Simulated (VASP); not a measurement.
An input for Ansatz (written as the equivalent of a VASP run, and not itself run):

Ansatz 0.2 input:
```yaml
crystal:
  lattice:
    - [1.8877935, -3.2697545, 0.0000000]
    - [1.8877935, 3.2697545, 0.0000000]
    - [0.0000000, 0.0000000, 12.0933178]
  atoms:
    - { symbol: La, position: [0.0000000, 0.0000000, 0.5000000] }
    - { symbol: La, position: [0.0000000, 0.0000000, 0.0000000] }
    - { symbol: La, position: [0.3333330, 0.6666670, 0.2500000] }
    - { symbol: La, position: [0.6666670, 0.3333330, 0.7500000] }
kpoints:
  mp_grid: { grid: [9, 9, 3] }
hamiltonian:
  xc: pbe
  pseudopotentials: { kind: paw }
scf:
  occupations: { method: methfessel_paxton, width: 0.1 }
  max_iter: 100
relax:
  max_steps: 60
  f_tol: 0.02
  cell: {}
output: { forces: true, stress: true, eigenvalues: true }
```

### Question
Write the VASP files for the same calculation (PBE).

### Answer
One answer among several that fit: 
File KPOINTS:
```
Regular mesh
0
gamma
9 9 3
0 0 0
```

File POSCAR:
```
La
1.0
  1.8877934990  -3.2697544831   0.0000000000
  1.8877934990   3.2697544831   0.0000000000
  0.0000000000   0.0000000000  12.0933177804
La
4
Direct
  0.0000000000   0.0000000000   0.5000000000
  0.0000000000   0.0000000000   0.0000000000
  0.3333330000   0.6666670000   0.2500000000
  0.6666670000   0.3333330000   0.7500000000
```

**INCAR**
```
SYSTEM = La
PREC = Accurate
ENCUT = 400
EDIFF = 1E-6
NELM = 100
ALGO = Normal
LREAL = .FALSE.
LASPH = .TRUE.
ISMEAR = 1
SIGMA = 0.1
GGA = PE
LMAXMIX = 6
LWAVE = .FALSE.
LCHARG = .FALSE.
IBRION = 2
ISIF = 3
NSW = 60
EDIFFG = -0.02
```

POTCAR, in this order: La (PBE.64 set). Program: vasp_std.

Limits of the translation: each code has its own PAW files, so the cut-off isn't converted (ENCUT is set for VASP's; basis.ecutwfc is left out, and Ansatz then takes the one that its files recommend); Ansatz stops its SCF on the density residual and VASP on the energy change (EDIFF).

The compound is La in the dhcp structure. This run relaxes it. Symmetry was kept, so distortions that lower it aren't found. The start is the result of an earlier pass.
